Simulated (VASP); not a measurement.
# VBiO4 (space group I4_1/amd): computed properties

Calculation: PBEsol GGA, VASP's PBE PAW potentials (set 64) (plane waves; VASP 6.6.1).

```
Item                                                                                      Value
---------------------------------------------  ------------------------------------------------
space group                                                                      I4_1/amd (141)
cell                                           a = b = 7.302 Å, c = 6.412 Å, α = β = γ = 90.00°
volume per atom                                                                   14.25 Å³/atom
band gap (over mesh and band path)                                                      2.52 eV
smallest direct gap (over mesh and band path)                                           2.52 eV
band-edge character                                        indirect, Γ-Z at 0.80 to Γ-Z at 0.70
density                                                                              6.29 g/cm³
```

```
BiVO4
1.0
   -3.65117     3.65117     3.20607
    3.65117    -3.65117     3.20607
    3.65117     3.65117    -3.20607
V Bi O
2 2 8
Direct
  0.25000   0.75000   0.50000
  0.50000   0.50000   0.00000
  0.00000   0.00000   0.00000
  0.75000   0.25000   0.50000
  0.67033   0.48888   0.81855
  0.23888   0.92033   0.31855
  0.67033   0.85178   0.18145
  0.60178   0.92033   0.68145
  0.07967   0.39822   0.31855
  0.51112   0.32967   0.18145
  0.07967   0.76112   0.68145
  0.14822   0.32967   0.81855
```

Unless said otherwise, spin-orbit coupling is left out, though it shifts the bands of the heavy elements here.

The structure comes from a computed database's VBiO4 entry (I4_1/amd); how it stands against other phases isn't given here. It was relaxed first. Symmetry was kept, so distortions that lower it aren't found. The run is not spin-polarised, so no magnetic state was tried.
